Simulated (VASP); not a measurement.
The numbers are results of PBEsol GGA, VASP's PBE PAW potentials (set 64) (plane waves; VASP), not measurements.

Input for VASP

**KPOINTS**
```
Automatic mesh
0
Gamma
10 10 14
0 0 0
```

### POSCAR
```
H2
1
    2.5670230000     0.0000000000     0.0000000000
   -1.2835110000     2.2231070000     0.0000000000
    0.0000000000     0.0000000000     1.5613050000
H
3
Direct
  0.0000000000   0.0000000000   0.0000000000
  0.3333330000   0.6666670000   0.5000000000
  0.6666670000   0.3333330000   0.5000000000
```

**INCAR**
```
SYSTEM = H2
PREC = Accurate
ENCUT = 300
EDIFF = 1E-6
NELM = 100
ALGO = Normal
LREAL = .FALSE.
LASPH = .TRUE.
ISMEAR = 0
SIGMA = 0.05
GGA = PS
LWAVE = .FALSE.
LCHARG = .FALSE.
ISIF = 2
```

POTCAR, in this order: H (PBE.64 set). Program: vasp_std.

The run wrote:

**OUTCAR**
```
 ion  position               nearest neighbor table
   1  0.000  0.000  0.000-
   2  0.333  0.667  0.500-
   3  0.667  0.333  0.500-
  LATTYP: Found a hexagonal cell.
 ALAT       =     2.5670230000
 C/A-ratio  =     0.6082162100
 Subroutine PRICEL returns:
 Original cell was already a primitive cell.
 Subroutine GETGRP returns: Found 24 space group operations
The static configuration has the point symmetry D_6h.
The dynamic configuration has the point symmetry D_6h.
 Subroutine INISYM returns: Found 24 space group operations
 Subroutine IBZKPT returns following result:
 Found    112 irreducible k-points:

 Following reciprocal coordinates:
            Coordinates               Weight
  0.000000  0.000000  0.000000      1.000000
  0.100000 -0.000000  0.000000      6.000000
  0.200000 -0.000000  0.000000      6.000000
  0.300000  0.000000  0.000000      6.000000
  0.400000  0.000000  0.000000      6.000000
  0.500000 -0.000000  0.000000      3.000000
  0.100000  0.100000  0.000000      6.000000
  0.200000  0.100000  0.000000     12.000000
  0.300000  0.100000  0.000000     12.000000
  0.400000  0.100000  0.000000     12.000000
  0.200000  0.200000  0.000000      6.000000
  0.300000  0.200000  0.000000     12.000000
  0.400000  0.200000  0.000000      6.000000
  0.300000  0.300000  0.000000      6.000000
  0.000000  0.000000  0.071429      2.000000
  0.100000 -0.000000  0.071429     12.000000
  0.200000 -0.000000  0.071429     12.000000
  0.300000  0.000000  0.071429     12.000000
  0.400000  0.000000  0.071429     12.000000
  0.500000 -0.000000  0.071429      6.000000
  0.100000  0.100000  0.071429     12.000000
  0.200000  0.100000  0.071429     24.000000
...
```

OSZICAR:
```
       N       E                     dE             d eps       ncg     rms          rms(c)
DAV:   1    -0.608215623338E+01   -0.60822E+01   -0.58450E+02  1280   0.223E+02
DAV:   2    -0.668768272112E+01   -0.60553E+00   -0.54289E+00  1465   0.194E+01
DAV:   3    -0.668967682151E+01   -0.19941E-02   -0.19930E-02  1285   0.104E+00
DAV:   4    -0.668967689477E+01   -0.73259E-07   -0.73230E-07  1560   0.567E-03
DAV:   5    -0.668967689495E+01   -0.17928E-09   -0.10424E-11  1230   0.189E-05    0.113E+00
DAV:   6    -0.668869033274E+01    0.98656E-03   -0.31966E-03  1305   0.310E-01    0.663E-01
DAV:   7    -0.668866607021E+01    0.24263E-04   -0.26127E-03  1320   0.331E-01    0.119E-01
DAV:   8    -0.668867601163E+01   -0.99414E-05   -0.14115E-04  1300   0.102E-01    0.845E-03
DAV:   9    -0.668867603839E+01   -0.26755E-07   -0.13459E-06   935   0.131E-02
   1 F= -.66886760E+01 E0= -.66884560E+01  d E =-.440109E-03
```

OUTCAR:
```
------------------------ aborting loop because EDIFF is reached ----------------------------------------
  FORCE on cell =-STRESS in cart. coord.  units (eV):
  Direction    XX          YY          ZZ          XY          YZ          ZX
  --------------------------------------------------------------------------------------
  Total       -0.7420362     -0.7420361      0.2166169     -0.0000002      0.0000000      0.0000000
  in kB     -133.4313269   -133.4313113     38.9515796     -0.0000300      0.0000000      0.0000000
  external PRESSURE =     -75.9703528 kB  Pullay stress =       0.0000000 kB
  volume of cell :        8.91
      direct lattice vectors                 reciprocal lattice vectors
     2.567023000  0.000000000  0.000000000     0.389556307  0.224910364  0.000000000
    -1.283511000  2.223107000  0.000000000     0.000000000  0.449820904  0.000000000
     0.000000000  0.000000000  1.561305000     0.000000000  0.000000000  0.640489847
 POSITION                                       TOTAL-FORCE (eV/Angst)
 -----------------------------------------------------------------------------------
      0.00000      0.00000      0.00000         0.000000      0.000000      0.000000
     -0.00000      1.48207      0.78065         0.000000     -0.000000      0.000000
      1.28351      0.74103      0.78065        -0.000000      0.000000      0.000000
 -----------------------------------------------------------------------------------
    total drift:                                0.000000     -0.000000      0.000000
  FREE ENERGIE OF THE ION-ELECTRON SYSTEM (eV)
  ---------------------------------------------------
  free  energy   TOTEN  =        -6.6886760384 eV

  energy  without entropy=       -6.6882359289  energy(sigma->0) =       -6.68845598
```
(Selected blocks of OUTCAR.)

At this cut-off the stress carries a Pulay error, which pulls relaxed volumes low.

The structure was generated: H2 was put into an ordered model structure, which need not be its known phase. The cell was not relaxed at this level. The run is one of a series of settings (GGA = PS, POTCAR H (PBE.64 set) against the base run), some of them coarse on purpose.
